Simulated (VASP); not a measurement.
An input for Ansatz (written as the equivalent of a VASP run, and not itself run):

Ansatz 0.2 input:
```yaml
crystal:
  lattice:
    - [1.5407967, -2.6687377, 0.0000000]
    - [1.5407967, 2.6687377, 0.0000000]
    - [0.0000000, 0.0000000, 15.1096833]
  atoms:
    - { symbol: Si, position: [0.0000000, 0.0000000, 0.9998725] }
    - { symbol: Si, position: [0.0000000, 0.0000000, 0.4998725] }
    - { symbol: Si, position: [0.6666670, 0.3333330, 0.8331255] }
    - { symbol: Si, position: [0.3333330, 0.6666670, 0.3331255] }
    - { symbol: Si, position: [0.6666670, 0.3333330, 0.1665459] }
    - { symbol: Si, position: [0.3333330, 0.6666670, 0.6665459] }
    - { symbol: C, position: [0.0000000, 0.0000000, 0.8745303] }
    - { symbol: C, position: [0.0000000, 0.0000000, 0.3745303] }
    - { symbol: C, position: [0.6666670, 0.3333330, 0.7080338] }
    - { symbol: C, position: [0.3333330, 0.6666670, 0.2080338] }
    - { symbol: C, position: [0.6666670, 0.3333330, 0.0415919] }
    - { symbol: C, position: [0.3333330, 0.6666670, 0.5415919] }
kpoints:
  mp_grid: { grid: [8, 8, 2] }
hamiltonian:
  xc: pbesol
  pseudopotentials: { kind: paw }
scf:
  occupations: { method: gaussian, width: 0.05 }
  max_iter: 100
relax:
  max_steps: 60
  f_tol: 0.02
  cell: {}
output: { forces: true, stress: true, eigenvalues: true }
```

Task: Translate this input to VASP (INCAR, KPOINTS, POSCAR, choice of POTCAR).

Result: This is not unique; one that fits is 
File KPOINTS:
```
Automatic mesh
0
Gamma
8 8 2
0 0 0
```

**POSCAR**
```
SiC
1
    1.5407966856    -2.6687377271     0.0000000000
    1.5407966856     2.6687377271     0.0000000000
   -0.0000000000     0.0000000000    15.1096833242
Si C
6 6
Direct
  0.0000000000   0.0000000000   0.9998725181
  0.0000000000   0.0000000000   0.4998725181
  0.6666670000   0.3333330000   0.8331255378
  0.3333330000   0.6666670000   0.3331255378
  0.6666670000   0.3333330000   0.1665458701
  0.3333330000   0.6666670000   0.6665458701
  0.0000000000   0.0000000000   0.8745303032
  0.0000000000   0.0000000000   0.3745303032
  0.6666670000   0.3333330000   0.7080338489
  0.3333330000   0.6666670000   0.2080338489
  0.6666670000   0.3333330000   0.0415919220
  0.3333330000   0.6666670000   0.5415919220
```

### INCAR
```
SYSTEM  =  SiC
PREC  =  Accurate; ENCUT  =  520; LREAL  =  .FALSE.
LASPH  =  .TRUE.
EDIFF  =  1E-6; NELM  =  100; ALGO  =  Normal
ISMEAR  =  0; SIGMA  =  0.05
GGA  =  PS
IBRION  =  2; NSW  =  60; ISIF  =  3
EDIFFG  =  -0.02
LWAVE  =  .FALSE.; LCHARG  =  .FALSE.
```

POTCAR, in this order: Si C (PBE.64 set). Program: vasp_std.

The two are equivalent in intent, not identical: each code has its own PAW files, so the cut-off isn't converted (ENCUT is set for VASP's; basis.ecutwfc is left out, and Ansatz then takes the one that its files recommend); Ansatz stops its SCF on the density residual and VASP on the energy change (EDIFF).

The compound is SiC in the 6h structure. This run relaxes it. Symmetry was kept, so distortions that lower it aren't found. The start is the result of an earlier pass.
